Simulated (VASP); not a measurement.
**Ca2CuS2O2 under changes of volume**

One of the cells (16.838 Å³/atom); the others are scaled copies at fixed shape and fractional positions:

```
Cu Ca S O
1.0
     3.88808    0.00000    0.00000
     0.00000    3.88808    0.00000
     0.00000    0.00000    7.79677
Cu Ca S O
1 2 2 2
Cartesian
  0.0000 0.0000 3.8984
  1.9440 1.9440 2.2758
  1.9440 1.9440 5.5210
  0.0000 0.0000 1.0784
  0.0000 0.0000 6.7184
  1.9440 0.0000 3.8984
  0.0000 1.9440 3.8984
```

The cell comes from a database or a generator and needn't be the stable form of this composition.

| Property | Result |
| --- | --- |
| Program | VASP 6.6.1 |
| Functional | PBE |
| Potentials or basis | VASP PAW PBE potentials, release 64 (Cu, Ca_sv, S, O) |
| Cutoff | 520 eV |
| k mesh | 7 × 7 × 4 |
| Occupations | fermi-dirac, width 0.05 eV |
| Spin | no spin polarisation |

| volume (Å³/atom) | energy over the lowest point (meV/atom) | pressure (GPa) | largest force (eV/Å) |
| --- | --- | --- | --- |
| 15.517 | 20.07 | 6.6 | 0.273 |
| 15.847 | 8.68 | 4.3 | 0.161 |
| 16.178 | 1.85 | 2.2 | 0.067 |
| 16.838 | 0.00 | -1.4 | 0.236 |
| 17.168 | ? | ? | ? |
| 17.498 | 11.36 | -4.2 | 0.383 |

What does the run at 17.168 Å³/atom give?

Energy over the lowest point 4.20 meV/atom; pressure -2.9 GPa; largest force 0.312 eV/Å.

Worked out: A Birch-Murnaghan fit of order 3 (a polynomial in V^(-2/3)) to the other rows has its minimum at 16.59 Å³/atom with B0 = V·E''(V) = 87 GPa and B' = 4.4 at fixed shape and positions, which overstates the stiffness. It gives 4.20 meV/atom at 17.168 Å³/atom, against the run's 4.20, and -dE/dV = -2.8 GPa, against -2.9.

Energies are extrapolated to zero smearing.

Caveats: an odd number of electrons without spin polarisation forces a metal; a magnetic or distorted state may lie lower; the run has no spin polarisation, though such a crystal can be magnetic.
